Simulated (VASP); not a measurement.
Level of theory: TPSS meta-GGA, VASP's PBE PAW potentials (set 64) (plane waves; VASP).

VASP ran on this input.

POSCAR:
```
CoAl
1
    2.8305162477     0.0000000000     0.0000000000
    0.0000000000     2.8305162477     0.0000000000
    0.0000000000     0.0000000000     2.8305162477
Al Co
1 1
Direct
  0.5000000000   0.5000000000   0.5000000000
  0.0000000000   0.0000000000   0.0000000000
```

### KPOINTS
```
K-points
0
gamma
 13 13 13
0 0 0
```

**INCAR**
```
SYSTEM = CoAl
PREC = Accurate
ENCUT = 520
EDIFF = 1E-7
NELM = 100
ALGO = Normal
LREAL = .FALSE.
LASPH = .TRUE.
ISMEAR = 1
SIGMA = 0.1
METAGGA = TPSS
LMIXTAU = .TRUE.
LMAXMIX = 4
LWAVE = .FALSE.
LCHARG = .FALSE.
ISIF = 2
```

POTCAR, in this order: Al Co (PBE.64 set). Program: vasp_std.

### Question
What will the output report for the number of irreducible k-points (NKPTS), largest plane-wave count, number of space-group operations, FFT grid (NGX, NGY, NGZ)?

### Answer

- number of irreducible k-points (NKPTS) = 84
- largest plane-wave count = 624
- number of space-group operations = 48
- FFT grid (NGX, NGY, NGZ) = 24 × 24 × 24

The compound is CoAl in the CsCl type structure. It was relaxed first. The run is not spin-polarised, so no magnetic state was tried.
